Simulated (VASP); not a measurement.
Method: PBEsol GGA, VASP's PBE PAW potentials (set 64) (plane waves; VASP).

The input files of a VASP run:

**POSCAR**
```
NiSi
1.0
  0.0000000000   2.5380000000   2.5380000000
  2.5380000000   0.0000000000   2.5380000000
  2.5380000000   2.5380000000   0.0000000000
Ni Si
1 1
Cartesian
  0.0000000000   0.0000000000   0.0000000000
  2.5380000000   2.5380000000   2.5380000000
```

**INCAR**
```
EDIFFG  =  -0.01   ! ionic stop
ISPIN  =  2
LCHARG  =  F
ISIF  =  3   ! ions, shape and volume
LASPH  =  T   ! aspherical one-centre terms
LWAVE  =  F
IBRION  =  2   ! conjugate gradients
SYSTEM  =  NiSi
GGA  =  PS
NSW  =  60
ALGO  =  Normal   ! blocked Davidson
ISMEAR  =  1
PREC  =  Accurate
ENCUT  =  400
SIGMA  =  0.1   ! width (eV)
MAGMOM  =  2.0 0.0
NELM  =  100   ! most electronic steps
LREAL  =  F   ! projection in real space or not
LMAXMIX  =  4
EDIFF  =  1E-6   ! SCF stop (eV)
LORBIT  =  10
```

File KPOINTS:
```
Automatic
0
gamma
 11 11 11
0 0 0
```

POTCAR, in this order: Ni Si (PBE.64 set). Program: vasp_std.

The run wrote:

### OSZICAR
```
       N       E                     dE             d eps       ncg     rms          rms(c)
DAV:   1     0.399968241908E+02    0.39997E+02   -0.52023E+03  2768   0.981E+02
DAV:   2    -0.110005721114E+02   -0.50997E+02   -0.47248E+02  2756   0.183E+02
DAV:   3    -0.127013006811E+02   -0.17007E+01   -0.16700E+01  3324   0.391E+01
DAV:   4    -0.127272990380E+02   -0.25998E-01   -0.25982E-01  3108   0.457E+00
DAV:   5    -0.127279795354E+02   -0.68050E-03   -0.68046E-03  3324   0.798E-01    0.144E+01
DAV:   6    -0.196985676480E+02   -0.69706E+01   -0.93566E+01  2968   0.158E+02    0.285E+01
DAV:   7    -0.117609155652E+02    0.79377E+01   -0.18476E+01  3132   0.881E+01    0.674E+00
DAV:   8    -0.113536693424E+02    0.40725E+00   -0.26162E+00  3508   0.228E+01    0.211E+00
DAV:   9    -0.113646040699E+02   -0.10935E-01   -0.27369E-01  3464   0.514E+00    0.144E+00
DAV:  10    -0.113694636097E+02   -0.48595E-02   -0.96133E-03  3384   0.127E+00    0.406E-01
DAV:  11    -0.113694843570E+02   -0.20747E-04   -0.44285E-03  3616   0.782E-01    0.253E-01
DAV:  12    -0.113696212531E+02   -0.13690E-03   -0.64551E-04  3404   0.304E-01    0.840E-02
DAV:  13    -0.113696275209E+02   -0.62678E-05   -0.90837E-05  3408   0.974E-02    0.301E-02
DAV:  14    -0.113696270502E+02    0.47063E-06   -0.62395E-06  3044   0.288E-02
   1 F= -.11369627E+02 E0= -.11369567E+02  d E =-.113696E+02  mag=    -0.0001
       N       E                     dE             d eps       ncg     rms          rms(c)
DAV:   1    -0.446532545177E+02   -0.33284E+02   -0.28520E+02  3168   0.279E+02    0.605E+01
DAV:   2    -0.590628229714E+02   -0.14410E+02   -0.55610E+02  2704   0.482E+02    0.880E+01
DAV:   3    -0.171415671303E+02    0.41921E+02   -0.10175E+02  3120   0.136E+02    0.226E+01
DAV:   4    -0.121736661540E+02    0.49679E+01   -0.13863E+01  3224   0.772E+01    0.179E+01
DAV:   5    -0.118558709164E+02    0.31780E+00   -0.24390E+00  3064   0.119E+01    0.337E+00
DAV:   6    -0.118311181269E+02    0.24753E-01   -0.88221E-02  3336   0.510E+00    0.255E+00
DAV:   7    -0.118338180570E+02   -0.26999E-02   -0.10273E-02  2944   0.972E-01    0.565E-01
DAV:   8    -0.118308819811E+02    0.29361E-02   -0.17490E-02  3408   0.243E+00    0.131E-01
DAV:   9    -0.118308223867E+02    0.59594E-04   -0.66972E-04  3216   0.352E-01    0.826E-02
DAV:  10    -0.118307962108E+02    0.26176E-04   -0.19057E-04  3624   0.184E-01    0.263E-02
DAV:  11    -0.118307924602E+02    0.37506E-05   -0.18386E-05  4072   0.625E-02    0.131E-02
DAV:  12    -0.118307924010E+02    0.59269E-07   -0.60056E-07  1476   0.119E-02
   2 F= -.11830792E+02 E0= -.11830547E+02  d E =-.461165E+00  mag=    -0.0000
       N       E                     dE             d eps       ncg     rms          rms(c)
DAV:   1    -0.143520649757E+02   -0.25213E+01   -0.25715E+01  2888   0.102E+02    0.137E+01
DAV:   2    -0.160698564502E+02   -0.17178E+01   -0.50843E+01  3136   0.132E+02    0.172E+01
DAV:   3    -0.121202763975E+02    0.39496E+01   -0.22873E+01  2888   0.829E+01    0.433E+00
DAV:   4    -0.120061560295E+02    0.11412E+00   -0.44921E-01  3440   0.108E+01    0.236E+00
DAV:   5    -0.119661443959E+02    0.40012E-01   -0.42133E-02  4168   0.241E+00    0.575E-01
DAV:   6    -0.119642334964E+02    0.19109E-02   -0.62546E-03  4068   0.114E+00    0.150E-01
DAV:   7    -0.119643234961E+02   -0.90000E-04   -0.29503E-04  2892   0.161E-01    0.406E-02
DAV:   8    -0.119643125904E+02    0.10906E-04   -0.45935E-05  3276   0.119E-01    0.118E-02
DAV:   9    -0.119643129367E+02   -0.34639E-06   -0.17669E-06  2128   0.123E-02
   3 F= -.11964313E+02 E0= -.11964070E+02  d E =-.594686E+00  mag=    -0.0000
```

OUTCAR:
```
------------------------ aborting loop because EDIFF is reached ----------------------------------------
  FORCE on cell =-STRESS in cart. coord.  units (eV):
  Direction    XX          YY          ZZ          XY          YZ          ZX
  --------------------------------------------------------------------------------------
  Total       -0.0114300     -0.0114300     -0.0114300      0.0000000      0.0000000     -0.0000000
  in kB       -0.7116382     -0.7116382     -0.7116382      0.0000000      0.0000000     -0.0000000
  external PRESSURE =      -0.7116382 kB  Pullay stress =       0.0000000 kB
  volume of cell :       25.73
      direct lattice vectors                 reciprocal lattice vectors
    -0.000000000  2.343270480  2.343270480    -0.213376989  0.213376989  0.213376989
     2.343270480 -0.000000000  2.343270480     0.213376989 -0.213376989  0.213376989
     2.343270480  2.343270480 -0.000000000     0.213376989  0.213376989 -0.213376989
 POSITION                                       TOTAL-FORCE (eV/Angst)
 -----------------------------------------------------------------------------------
      0.00000      0.00000      0.00000        -0.000000     -0.000000      0.000000
      2.34327      2.34327      2.34327         0.000000      0.000000     -0.000000
 -----------------------------------------------------------------------------------
    total drift:                                0.000000     -0.000000     -0.000000
  FREE ENERGIE OF THE ION-ELECTRON SYSTEM (eV)
  ---------------------------------------------------
  free  energy   TOTEN  =       -11.9643129367 eV

  energy  without entropy=      -11.9635848968  energy(sigma->0) =      -11.96407026

 total charge

# of ion       s       p       d       tot
------------------------------------------
    1        0.572   0.482   8.491   9.545
    2        0.795   0.811   0.000   1.606
--------------------------------------------------
tot          1.366   1.293   8.491  11.150

 magnetization (x)

# of ion       s       p       d       tot
------------------------------------------
    1       -0.000  -0.000  -0.000  -0.000
    2        0.000   0.000   0.000   0.000
--------------------------------------------------
tot         -0.000  -0.000  -0.000  -0.000

 reached required accuracy - stopping structural energy minimisation
```
(Selected blocks of OUTCAR.)

CONTCAR:
```
NiSi
   1.00000000000000
    -0.0000000000000000    2.3432704801946271    2.3432704801946271
     2.3432704801946271   -0.0000000000000000    2.3432704801946271
     2.3432704801946271    2.3432704801946271   -0.0000000000000000
  Ni              Si
     1     1
Direct
     0.0000000000000000    0.0000000000000000    0.0000000000000000
     0.5000000000000000    0.5000000000000000    0.5000000000000000
```

Energy and stress use the plane-wave basis of the starting cell.

The structure was generated: NiSi was put into the rock salt type (Fm-3m), which need not be its known phase. This run relaxes it. Symmetry was kept, so distortions that lower it aren't found.
